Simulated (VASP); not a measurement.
Input:

```
TaSi
1.0
    3.00283     0.00000     0.00000
   -1.50142     2.60053     0.00000
    0.00000     0.00000     7.99541
Ta Si
2 2
Direct
  0.00000   0.00000   0.00000
  0.00000   0.00000   0.50000
  0.33333   0.66667   0.25000
  0.66667   0.33333   0.75000
```

Calculation: PBEsol GGA, VASP's PBE PAW potentials (set 64) (plane waves; VASP). Run with 400 eV cut-off, Gaussian smearing of 0.050 eV, potentials Ta_pv Si.

Give the energies of bands 7 to 18 at the high-symmetry points, in eV from the Fermi level.

```
band       Γ      M      K       A      L      H
----  ------  -----  -----  ------  -----  -----
7     -12.08  -8.14  -6.56  -11.35  -7.52  -6.51
8     -10.07  -6.63  -6.56  -11.35  -7.52  -6.51
9      -7.75  -6.42  -5.16   -5.84  -5.89  -4.54
10     -4.16  -4.90  -4.33   -5.84  -5.89  -4.54
11     -1.86  -4.34  -4.33   -1.16  -3.36  -4.21
12     -0.61  -3.03  -3.12   -1.16  -3.36  -4.21
13     -0.07  -2.91  -3.12    0.11  -2.03  -2.99
14     -0.07  -1.24  -2.53    0.11  -2.03  -2.99
15      0.29  -0.52  -1.06    0.11   0.13  -1.09
16      0.29   0.82  -1.06    0.11   0.13  -1.09
17      1.89   1.42   0.89    2.32   1.95   3.06
18      1.89   3.11   1.79    2.32   1.95   3.08
```

It has no gap at this level: it comes out as a metal or semimetal.

The structure was generated: TaSi was put into the NiAs type (P6_3/mmc), which need not be its known phase. It was relaxed first, which changed the volume by -28 %.
